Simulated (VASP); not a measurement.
Set up this calculation in VASP 6.6.1, as the native input.

| Property | Result |
| --- | --- |
| Task | relaxation of cell and atoms |
| Functional | LDA |
| Potentials or basis | VASP PAW LDA potentials, release 64 (W_sv, C) |
| Cutoff | 520 eV |
| k mesh | 18 × 18 × 14 |
| Occupations | gaussian, width 0.1 eV |
| Spin | no spin polarisation |
| Further INCAR settings | ALGO = Normal; EDIFF = 1e-07; IBRION = 2; EDIFFG = -0.002; NSW = 80; ISIF = 3 |

The structure of WC lies in POSCAR:

```
WC                                      
1.0
    2.8895270419      0.0000000000      0.0000000000
   -1.4447635209      2.5024038270     -0.0000000000
   -0.0000000000     -0.0000000000      2.8187445988
  W               C             
     1     1
Direct
     1.0000000000000000    1.0000000000000000    0.0000000000000000
     0.6666666699999979    0.3333333300000021    0.5000000000000000
```

The input as run:

INCAR

```
SYSTEM = WC
PREC     = Accurate       ! precision mode
ENCUT    = 520            ! plane-wave cutoff, eV
EDIFF    = 1E-7           ! SCF threshold, eV
ISMEAR   = 0              ! smearing method
SIGMA    = 0.1            ! smearing width, eV
LREAL    = .False.        ! projectors in reciprocal space
LASPH    = .True.         ! aspherical terms in the spheres
NELM     = 100            ! most SCF steps
ALGO     = Normal         ! electronic algorithm
ISIF     = 3              ! what is computed and relaxed
LWAVE    = .False.        ! write WAVECAR
LCHARG   = .False.        ! write CHGCAR
GGA      = CA             ! functional
IBRION   = 2              ! ionic algorithm
NSW      = 80             ! ionic steps
EDIFFG   = -0.002         ! ionic threshold
```

KPOINTS

```
Automatic mesh
0
Gamma
  18 18 14
  0 0 0
```

Potentials or basis: VASP PAW LDA potentials, release 64 (W_sv, C).

The run is started by

```sh
$ cat potpaw_LDA.64/W_sv/POTCAR potpaw_LDA.64/C/POTCAR > POTCAR
$ mpirun -np 1 vasp_std > vasp.out
```

It gave:

* Pressure after relaxing: 0.0 GPa
* Band gap on the k mesh: none (metal or under the smearing width)

Caveat: the relaxation stopped at its first step, so nothing moved.

Wall time 22 s on 1 thread of Intel(R) Xeon(R) 6975P-C (Granite Rapids) (shared host), peak memory 0.2 GiB.
